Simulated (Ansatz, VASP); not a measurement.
**Be2N: VASP beside Ansatz**

```
Be N
1.0
     2.05022    1.18370    1.83991
    -2.05022    1.18370    1.83991
     0.00000   -2.36739    1.83991
Be N
2 1
Direct
  0.76890 0.76890 0.76890
  0.23110 0.23110 0.23110
  0.50000 0.50000 0.50000
```

Alike in both runs: task relaxation of cell and atoms; functional PBE; k mesh 6 × 6 × 6; occupations gaussian, width 0.1 eV; no spin polarisation.

|  | VASP | Ansatz |
| --- | --- | --- |
| version | VASP 6.6.1 | Ansatz 0.2.0 |
| potentials or method | VASP PAW PBE potentials, release 64 (Be, N) | scalar-relativistic, plane waves, PAW |
| plane-wave cutoff (eV) | 600 | 420 |
| valence electrons in the cell | 9 | 9 |

```tsv
	VASP	Ansatz	Ansatz less VASP
gap on the k mesh at the Fermi level, each at its own relaxed structure (eV)	none	none	-
relaxed volume (Å³/atom)	7.42	7.41	-0.015
relaxed cell length with the largest relative difference (Å)	2.950	2.947	-0.0028
energy change over the relaxation (meV/atom)	-276	-275	+1.3
```

A gap of «none» marks a metal or a gap that the smearing closes.

Caveats: the volume moved by over 15 % at a fixed basis, so the end points are rough (VASP).
